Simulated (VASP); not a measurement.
An input for Ansatz (written as the equivalent of a VASP run, and not itself run):

Ansatz 0.2 input:
```yaml
crystal:
  lattice:
    - [4.1239553, 0.0000000, 0.0000000]
    - [0.0000000, 4.1239553, 0.0000000]
    - [0.0000000, 0.0000000, 4.1239553]
  atoms:
    - { symbol: Cs, position: [0.0000000, 0.0000000, 0.0000000] }
    - { symbol: Cl, position: [0.5000000, 0.5000000, 0.5000000] }
kpoints:
  mp_grid: { grid: [6, 6, 6] }
hamiltonian:
  xc: pbe
  pseudopotentials: { kind: paw }
scf:
  occupations: { method: gaussian, width: 0.05 }
  max_iter: 100
output: { forces: true, stress: true, eigenvalues: true }
```

### Question
Write the VASP files for the same calculation (PBE).

### Answer
One answer among several that fit: 
### POSCAR
```
CsCl
1
    4.1239552771     0.0000000000     0.0000000000
    0.0000000000     4.1239552771     0.0000000000
    0.0000000000     0.0000000000     4.1239552771
Cs Cl
1 1
Direct
  0.0000000000   0.0000000000   0.0000000000
  0.5000000000   0.5000000000   0.5000000000
```

**INCAR**
```
! general
SYSTEM  = CsCl
PREC    = Accurate
ENCUT   = 520   ! plane-wave cut-off (eV)
LREAL   = .FALSE.   ! projection in real space or not
LASPH   = .TRUE.   ! aspherical one-centre terms

! electronic loop
EDIFF   = 1E-7   ! SCF stop (eV)
NELM    = 100
ALGO    = Normal   ! blocked Davidson
LMAXMIX = 4   ! l cut-off of mixed one-centre charges

! smearing
ISMEAR  = 0   ! Gaussian
SIGMA   = 0.05   ! width (eV)

! functional
GGA     = PE   ! PBE

! ions
ISIF    = 2   ! forces and stress, cell fixed

! output
LWAVE   = .FALSE.
LCHARG  = .FALSE.
```

**KPOINTS**
```
Automatic mesh
0
Gamma
6 6 6
0 0 0
```

POTCAR, in this order: Cs_sv Cl (PBE.64 set). Program: vasp_std.

Limits of the translation: each code has its own PAW files, so the cut-off isn't converted (ENCUT is set for VASP's; basis.ecutwfc is left out, and Ansatz then takes the one that its files recommend); Ansatz stops its SCF on the density residual and VASP on the energy change (EDIFF).

The compound is CsCl in the CsCl type structure. This cell is one point of a volume scan, at 0.94 of the reference volume.
